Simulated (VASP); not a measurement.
```
TiO2
1.0
   -1.87301     1.87301     4.81250
    1.87301    -1.87301     4.81250
    1.87301     1.87301    -4.81250
Ti O
2 4
Direct
  0.75000   0.25000   0.50000
  0.00000   0.00000   0.00000
  0.54438   0.04438   0.50000
  0.79438   0.79438   0.00000
  0.20562   0.20562   0.00000
  0.95562   0.45562   0.50000
```

Method: RPBE GGA, VASP's PBE PAW potentials (set 64) (plane waves; VASP 6.6.1). Settings: 520 eV cut-off, 8×8×8 Γ-centred mesh, Gaussian smearing of 0.050 eV, potentials Ti_sv O.

Question: The ions and cell shape at fixed volume are relaxed. What does this cell relax into?

Answer: 
```
TiO2
1.0
   -1.89560     1.89560     4.69848
    1.89560    -1.89560     4.69848
    1.89560     1.89560    -4.69848
Ti O
2 4
Direct
  0.75000   0.25000   0.50000
  0.00000   0.00000   0.00000
  0.53895   0.03895   0.50000
  0.78895   0.78895   0.00000
  0.21105   0.21105   0.00000
  0.96105   0.46105   0.50000
```
Space group I4_1/amd (141), at a tolerance of 0.03 Å.

Question: How much energy does the relaxation gain?

Answer: The energy (σ→0) changes by -5.1 meV/atom, in 9 ionic steps.

The compound is TiO2 in the anatase structure, one of several forms; rutile is the usual stable one. This cell is one point of a volume scan, at 0.94 of the reference volume. Symmetry was kept, so distortions that lower it aren't found.
